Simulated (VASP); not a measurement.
Write the native input for VASP 6.6.1 that does the following.

| Item | Value |
| --- | --- |
| Task | relaxation of the atoms |
| Functional | PBE |
| Potentials or basis | VASP PAW PBE potentials, release 64 (Cu) |
| Cutoff | 600 eV |
| k mesh | 18 × 18 × 18 |
| Occupations | methfessel-paxton, width 0.1 eV |
| Spin | no spin polarisation |
| Further INCAR settings | ALGO = Normal; EDIFF = 1e-07; IBRION = 2; EDIFFG = -0.01; NSW = 40 |

The structure of Cu lies in POSCAR:

```
Cu                                      
1.0
    0.0000000000      1.7807495861      1.7807495861
    1.7807495861      0.0000000000      1.7807495861
    1.7807495861      1.7807495861      0.0000000000
  Cu            
     1
Direct
     0.0000000000000000    0.0000000000000000    0.0000000000000000
```

The cell isn't the ideal one: a relaxed cell with its volume scaled by 0.94.

These files were run (other wordings do the same):

INCAR

```
SYSTEM = Cu
ALGO = Normal
EDIFF = 1E-7
EDIFFG = -0.01
ENCUT = 600
GGA = PE
IBRION = 2
ISIF = 2
ISMEAR = 1
LASPH = .True.
LCHARG = .False.
LREAL = .False.
LWAVE = .False.
NELM = 80
NSW = 40
PREC = Accurate
SIGMA = 0.1
```

KPOINTS

```
k-points
0
Gamma
  18 18 18
  0 0 0
```

Potentials or basis: VASP PAW PBE potentials, release 64 (Cu).

The run is started by

```bash
$ cat potpaw_PBE.64/Cu/POTCAR > POTCAR
$ mpirun -np 1 vasp_std > vasp.out
```

It gave:

```json
{"Pressure after relaxing": "10.0 GPa", "Band gap on the k mesh": "none (metal or under the smearing width)"}
```

Caveat: the relaxation stopped at its first step, so nothing moved.

It took 8.1 s on 1 thread of Intel(R) Xeon(R) 6975P-C (Granite Rapids) (shared host), peak memory 0.15 GiB.
